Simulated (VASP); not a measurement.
A convergence study with VASP on Ge (space group no. 227 when undisturbed): one setting is varied, all else stays as given below, so the limit is that of these other settings. One atom is moved off its site, so that forces are finite.

```
Ge
1.0
    0.00000     2.84314     2.84314
    2.84314     0.00000     2.84314
    2.84314     2.84314     0.00000
Ge
2
Direct
  0.00508   0.00508   0.00508
  0.25000   0.25000   0.25000
```

All values below come from PBE GGA, VASP's PBE PAW potentials (set 64) (plane waves; VASP). The tightest run used: 300 eV cut-off, 18×18×18 Γ-centred mesh, Fermi-Dirac smearing of 0.010 eV, potentials Ge_d.

Problem. The settings run are 2×2×2 mesh; 3×3×3 mesh; 4×4×4 mesh; 5×5×5 mesh; 6×6×6 mesh; 7×7×7 mesh; 9×9×9 mesh; 10×10×10 mesh; 11×11×11 mesh; 12×12×12 mesh; 13×13×13 mesh; 14×14×14 mesh; 16×16×16 mesh; 18×18×18 mesh. From which on does the stress (every component) stay within 0.5 GPa of the tightest run?

Solution. From 5×5×5 mesh on: it is off by 0.35 there and by no more than 0.5 in any finer run, while 4×4×4 mesh is off by 1.12.
```csv
setting,E (eV/atom),pressure (GPa),largest force (eV/Å),irreducible k-points,difference judged (GPa)
2×2×2 mesh,-3.0607,15.10,0.397,4,13.93
3×3×3 mesh,-4.1244,4.17,0.484,6,3.00
4×4×4 mesh,-4.3744,2.29,0.443,13,1.12
5×5×5 mesh,-4.4520,1.52,0.576,19,0.35
6×6×6 mesh,-4.4794,1.31,0.558,32,0.14
7×7×7 mesh,-4.4915,1.29,0.580,44,0.12
9×9×9 mesh,-4.4989,1.20,0.592,85,0.03
10×10×10 mesh,-4.5002,1.17,0.595,116,0.01
11×11×11 mesh,-4.5010,1.19,0.597,146,0.02
12×12×12 mesh,-4.5012,1.16,0.599,189,0.01
13×13×13 mesh,-4.5013,1.15,0.600,231,0.02
14×14×14 mesh,-4.5018,1.17,0.601,288,0.00
16×16×16 mesh,-4.5018,1.17,0.601,417,0.00
18×18×18 mesh,-4.5019,1.17,0.601,580,0.00
```

Left out are rungs that failed or repeat a setting and relaxations that didn't move; long series are thinned to 24 rows.

The structure is a typed Ge crystal (space group no. 227). The cell was not relaxed at this level, it is distorted from the ideal structure.
